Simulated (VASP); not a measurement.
OSZICAR of a VASP run on NbSi (relaxed from the rock salt structure, space group Fm-3m):

**OSZICAR**
```
       N       E                     dE             d eps       ncg     rms          rms(c)
DAV:   1     0.104843307528E+03    0.10484E+03   -0.76321E+03  1344   0.110E+03
DAV:   2    -0.123728712846E+02   -0.11722E+03   -0.11281E+03  1608   0.377E+02
DAV:   3    -0.181516908354E+02   -0.57788E+01   -0.55407E+01  2080   0.654E+01
DAV:   4    -0.184836291279E+02   -0.33194E+00   -0.33049E+00  2008   0.159E+01
DAV:   5    -0.184941230688E+02   -0.10494E-01   -0.10512E-01  2060   0.244E+00    0.945E+00
DAV:   6    -0.172280219605E+02    0.12661E+01   -0.53979E+00  2148   0.203E+01    0.290E+00
DAV:   7    -0.172232871911E+02    0.47348E-02   -0.10837E-01  1688   0.332E+00    0.176E+00
DAV:   8    -0.172193565964E+02    0.39306E-02   -0.22342E-02  2376   0.124E+00    0.328E-01
DAV:   9    -0.172193462374E+02    0.10359E-04   -0.96531E-04  1788   0.267E-01    0.137E-01
DAV:  10    -0.172193611160E+02   -0.14879E-04   -0.16175E-04  1840   0.166E-01    0.159E-02
DAV:  11    -0.172193599310E+02    0.11850E-05   -0.47722E-06  1904   0.206E-02    0.600E-03
DAV:  12    -0.172193590472E+02    0.88379E-06   -0.69553E-07  1052   0.137E-02
   1 F= -.17219359E+02 E0= -.17219468E+02  d E =-.172194E+02
       N       E                     dE             d eps       ncg     rms          rms(c)
DAV:   1    -0.172270105483E+02   -0.76506E-02   -0.23750E-01  1492   0.727E+00    0.695E-01
DAV:   2    -0.172200511213E+02    0.69594E-02   -0.29574E-02  1976   0.226E+00    0.232E-01
DAV:   3    -0.172190992089E+02    0.95191E-03   -0.30147E-03  2256   0.552E-01    0.901E-02
DAV:   4    -0.172191280870E+02   -0.28878E-04   -0.54747E-04  2268   0.148E-01    0.493E-02
DAV:   5    -0.172192075842E+02   -0.79497E-04   -0.22107E-04  2512   0.140E-01    0.459E-02
DAV:   6    -0.172192355199E+02   -0.27936E-04   -0.34428E-05  2452   0.516E-02    0.916E-03
DAV:   7    -0.172192351482E+02    0.37165E-06   -0.72012E-06  2020   0.241E-02
   2 F= -.17219235E+02 E0= -.17219333E+02  d E =0.123899E-03
       N       E                     dE             d eps       ncg     rms          rms(c)
DAV:   1    -0.172220449981E+02   -0.28095E-02   -0.76246E-02  1492   0.413E+00    0.391E-01
DAV:   2    -0.172198175607E+02    0.22274E-02   -0.10105E-02  2016   0.131E+00    0.133E-01
DAV:   3    -0.172195066027E+02    0.31096E-03   -0.77868E-04  2184   0.271E-01    0.486E-02
DAV:   4    -0.172195015593E+02    0.50433E-05   -0.21759E-04  2240   0.105E-01    0.307E-02
DAV:   5    -0.172195294588E+02   -0.27899E-04   -0.97449E-05  2492   0.855E-02    0.147E-02
DAV:   6    -0.172195283994E+02    0.10593E-05   -0.50344E-06  1572   0.216E-02    0.614E-03
DAV:   7    -0.172195278452E+02    0.55423E-06   -0.12510E-06   904   0.121E-02
   3 F= -.17219528E+02 E0= -.17219632E+02  d E =-.168798E-03
```

Which electronic solver shows in the log?

It is blocked Davidson (ALGO = Normal, or the opening steps of other solvers). The INCAR had ALGO = Normal.

Can the final energy be trusted as converged?

The calculation finished and met its thresholds. It stopped with EDIFF = 1E-6, NELM = 100, NSW = 60 and EDIFFG = -0.01 after 3 ionic steps (PBEsol GGA, plane waves, VASP's PBE PAW potentials (set 64)).

The structure was generated: NbSi was put into the rock salt type (Fm-3m), which need not be its known phase. This run relaxes it. Symmetry was kept, so distortions that lower it aren't found. The start is the result of an earlier pass. The electron count is odd and the run is not spin-polarised, which forces a metal.
